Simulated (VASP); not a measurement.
Consider the following.

```xyz
2
Lattice="1.8149 -3.1436 0.0000 1.8149 3.1436 0.0000 0.0000 0.0000 5.5908" Properties=species:S:1:pos:R:3 pbc="T T T"
Dy     1.8149     1.0479     1.3977
Dy     1.8149    -1.0479     4.1931
```

Computed with PBE GGA, VASP's PBE PAW potentials (set 64) (plane waves; VASP). Settings: 400 eV cut-off, Gaussian smearing of 0.050 eV, potentials Dy_3.

The 4f electrons are frozen in the core of the lanthanide potential, so 4f levels, which can set the real gap, and their magnetism are missing.

### Question
Give the energies of bands 7 to 12 at the high-symmetry points, in eV from the Fermi level.

### Answer

```tsv
band	Γ	M	K	A	L	H
7	-5.09	-1.91	-0.89	-3.47	-1.89	-0.57
8	-2.12	-1.39	-0.74	-3.47	-1.89	-0.57
9	1.36	-0.91	-0.74	1.07	0.08	-0.40
10	1.78	-0.01	-0.42	1.07	0.08	-0.40
11	1.78	1.42	1.20	1.66	1.63	0.55
12	2.31	1.65	1.20	1.66	1.63	0.55
```

It has no gap at this level: it comes out as a metal or semimetal.

The compound is Dy in the hcp structure. It was relaxed first.
